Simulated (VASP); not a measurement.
Input:

```yaml
crystal:
  lattice:
    - [0.00000, 2.74894, 2.74894]
    - [2.74894, 0.00000, 2.74894]
    - [2.74894, 2.74894, 0.00000]
  atoms:
    - { symbol: Zn, position: [0.00000, 0.00000, 0.00000] }
    - { symbol: S, position: [0.25000, 0.25000, 0.25000] }
```

Method: PW91 GGA, VASP's PBE PAW potentials (set 64) (plane waves; VASP). Numerical set-up: 520 eV cut-off, 8×8×8 Γ-centred mesh, Gaussian smearing of 0.050 eV, potentials Zn S.

Give the stress tensor in GPa (positive for a compressed cell).

```
-1.94   0.00   0.00
 0.00  -1.94   0.00
 0.00   0.00  -1.94
```
The pressure is its mean diagonal, -1.94 GPa.

The compound is ZnS in the zinc blende structure. This cell is one point of a volume scan, at 1.03 of the reference volume.
